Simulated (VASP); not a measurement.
Output of a VASP run:

### OUTCAR
```
 ion  position               nearest neighbor table
   1  0.333  0.667  0.250-   2 3.41   2 3.41   2 3.41   2 3.41   2 3.41   2 3.41
   2  0.667  0.333  0.750-   1 3.41   1 3.41   1 3.41   1 3.41   1 3.41   1 3.41
  LATTYP: Found a hexagonal cell.
 ALAT       =     3.4600000891
 C/A-ratio  =     1.5953756815
 Subroutine PRICEL returns:
 Original cell was already a primitive cell.
 Subroutine GETGRP returns: Found 24 space group operations
The static configuration has the point symmetry D_3d.
 The point group associated with its full space group is D_6h.
The dynamic configuration has the point symmetry D_3d.
 Subroutine INISYM returns: Found 24 space group operations
 Subroutine IBZKPT returns following result:
 Found     64 irreducible k-points:

 Following reciprocal coordinates:
            Coordinates               Weight
  0.000000  0.000000  0.000000      1.000000
  0.090909 -0.000000  0.000000      6.000000
  0.181818 -0.000000  0.000000      6.000000
  0.272727  0.000000  0.000000      6.000000
  0.363636 -0.000000  0.000000      6.000000
  0.454545  0.000000  0.000000      6.000000
  0.090909  0.090909  0.000000      6.000000
  0.181818  0.090909  0.000000     12.000000
  0.272727  0.090909  0.000000     12.000000
  0.363636  0.090909  0.000000     12.000000
  0.454545  0.090909  0.000000      6.000000
  0.181818  0.181818  0.000000      6.000000
  0.272727  0.181818  0.000000     12.000000
  0.363636  0.181818  0.000000     12.000000
  0.272727  0.272727  0.000000      6.000000
  0.363636  0.272727  0.000000      6.000000
  0.000000  0.000000  0.166667      2.000000
  0.090909 -0.000000  0.166667     12.000000
  0.181818 -0.000000  0.166667     12.000000
  0.272727  0.000000  0.166667     12.000000
  0.363636 -0.000000  0.166667     12.000000
  0.454545  0.000000  0.166667     12.000000
  0.090909  0.090909  0.166667     12.000000
  0.181818  0.090909  0.166667     24.000000
  0.272727  0.090909  0.166667     24.000000
  0.363636  0.090909  0.166667     24.000000
  0.454545  0.090909  0.166667     12.000000
  0.181818  0.181818  0.166667     12.000000
  0.272727  0.181818  0.166667     24.000000
  0.363636  0.181818  0.166667     24.000000
  0.272727  0.272727  0.166667     12.000000
  0.363636  0.272727  0.166667     12.000000
  0.000000  0.000000  0.333333      2.000000
  0.090909 -0.000000  0.333333     12.000000
  0.181818 -0.000000  0.333333     12.000000
  0.272727  0.000000  0.333333     12.000000
  0.363636 -0.000000  0.333333     12.000000
  0.454545  0.000000  0.333333     12.000000
  0.090909  0.090909  0.333333     12.000000
  0.181818  0.090909  0.333333     24.000000
   k-points           NKPTS =     64   k-points in BZ     NKDIM =     64   number of bands    NBANDS=     17
   number of dos      NEDOS =    301   number of ions     NIONS =      2
   total plane-waves  NPLWV =  20736
   dimension x,y,z NGX =    24 NGY =   24 NGZ =   36
   dimension x,y,z NGXF=    48 NGYF=   48 NGZF=   72
   ions per type =               2
   PREC   = accura    normal or accurate (medium, high low for compatibility)
   ISTART =      0    job   : 0-new  1-cont  2-samecut
   ICHARG =      2    charge: 1-file 2-atom 10-const
   ISPIN  =      1    spin polarized calculation?
   LNONCOLLINEAR =      F non collinear calculations
   LSORBIT =      F    spin-orbit coupling
   INIWAV =      1    electr: 0-lowe 1-rand  2-diag
   ENCUT  =  400.0 eV  29.40 Ry    5.42 a.u.   5.64  5.64  9.00*2*pi/ulx,y,z
   NELM   =    100;   NELMIN=  2; NELMDL= -5     # of ELM steps
   EDIFF  = 0.1E-05   stopping-criterion for ELM
   LREAL  =      F    real-space projection
   NLSPLINE    = F    spline interpolate recip. space projectors
   LMAXMIX     =    4 max onsite mixed and CHGCAR
   VOSKOWN=      0    Vosko Wilk Nusair interpolation
   EDIFFG = 0.1E-04   stopping-criterion for IOM
   NSW    =      0    number of steps for IOM
...
```

File OSZICAR:
```
       N       E                     dE             d eps       ncg     rms           ort
DAV:   1     0.107884299814E+03    0.10788E+03   -0.12931E+04  1088   0.122E+03
DAV:   2    -0.268953407406E+01   -0.11057E+03   -0.10915E+03  1088   0.260E+02
DAV:   3    -0.444905658642E+01   -0.17595E+01   -0.17442E+01  1088   0.294E+01
DAV:   4    -0.446053723115E+01   -0.11481E-01   -0.11465E-01  1088   0.242E+00
DAV:   5    -0.446064977973E+01   -0.11255E-03   -0.11255E-03  1088   0.252E-01
SDA:   6    -0.436207179661E+01    0.98578E-01   -0.11255E-03  1088   0.215E+00   0.000E+00
CGA:   7    -0.440390161199E+01   -0.41830E-01   -0.41833E-01  1088   0.622E-02   0.532E-04
CGA:   8    -0.440649052877E+01   -0.25889E-02   -0.25882E-02  1088   0.983E-03   0.344E-05
CGA:   9    -0.440699861511E+01   -0.50809E-03   -0.50424E-03  1088   0.190E-03   0.135E-04
CGA:  10    -0.440708137613E+01   -0.82761E-04   -0.83199E-04  1088   0.227E-04  -0.243E-05
CGA:  11    -0.440708817417E+01   -0.67980E-05   -0.67176E-05  1088   0.281E-05   0.250E-05
CGA:  12    -0.440708941283E+01   -0.12387E-05   -0.12872E-05  1088   0.459E-06  -0.345E-06
SDA:  13    -0.440708951895E+01   -0.10612E-06   -0.10828E-06  1088   0.105E-06   0.157E-06
   1 F= -.44070895E+01 E0= -.44066121E+01  d E =-.143236E-02
```

OUTCAR:
```
------------------------ aborting loop because EDIFF is reached ----------------------------------------
  FORCE on cell =-STRESS in cart. coord.  units (eV):
  Direction    XX          YY          ZZ          XY          YZ          ZX
  --------------------------------------------------------------------------------------
  Total        1.0383400      1.0383401      1.1991407      0.0000000      0.0000000      0.0000000
  in kB       29.0688763     29.0688783     33.5705755      0.0000000      0.0000000      0.0000000
  external PRESSURE =      30.5694434 kB  Pullay stress =       0.0000000 kB
  volume of cell :       57.23
      direct lattice vectors                 reciprocal lattice vectors
     1.730000000 -2.996448000  0.000000000     0.289017341 -0.166864234  0.000000000
     1.730000000  2.996448000  0.000000000     0.289017341  0.166864234  0.000000000
     0.000000000  0.000000000  5.520000000     0.000000000  0.000000000  0.181159420
 POSITION                                       TOTAL-FORCE (eV/Angst)
 -----------------------------------------------------------------------------------
      1.73000      0.99882      1.38000        -0.000000      0.000000      0.000000
      1.73000     -0.99882      4.14000         0.000000     -0.000000      0.000000
 -----------------------------------------------------------------------------------
    total drift:                               -0.000012      0.000454      0.000010
  FREE ENERGIE OF THE ION-ELECTRON SYSTEM (eV)
  ---------------------------------------------------
  free  energy   TOTEN  =        -4.4070895190 eV

  energy  without entropy=       -4.4056571616  energy(sigma->0) =       -4.40661207
```
(Selected blocks of OUTCAR.)

File POSCAR:
```
Tl
1
    1.7300000000    -2.9964480000     0.0000000000
    1.7300000000     2.9964480000     0.0000000000
    0.0000000000     0.0000000000     5.5200000000
Tl
2
Direct
  0.3333330000   0.6666670000   0.2500000000
  0.6666670000   0.3333330000   0.7500000000
```

### Question
Write an INCAR and KPOINTS that could have produced this output.

### Answer
This is not unique; one that fits is the input of the run itself, PBE GGA, plane waves, VASP's PBE PAW potentials (set 64).

### INCAR
```
ALGO  =  All
EDIFF  =  1E-6
ENCUT  =  400
GGA  =  PE
ISIF  =  2
ISMEAR  =  1
LASPH  =  .True.
LCHARG  =  .False.
LMAXMIX  =  4
LREAL  =  .False.
LWAVE  =  .False.
NELM  =  100
PREC  =  Accurate
SIGMA  =  0.1
SYSTEM  =  Tl
```

KPOINTS:
```
Automatic mesh
0
Gamma
11 11 6
0 0 0
```

POTCAR, in this order: Tl_d (PBE.64 set). Program: vasp_std.

The compound is Tl in the hcp structure. The cell was not relaxed at this level. The run is one of a series of settings (ALGO = All against the base run), some of them coarse on purpose.
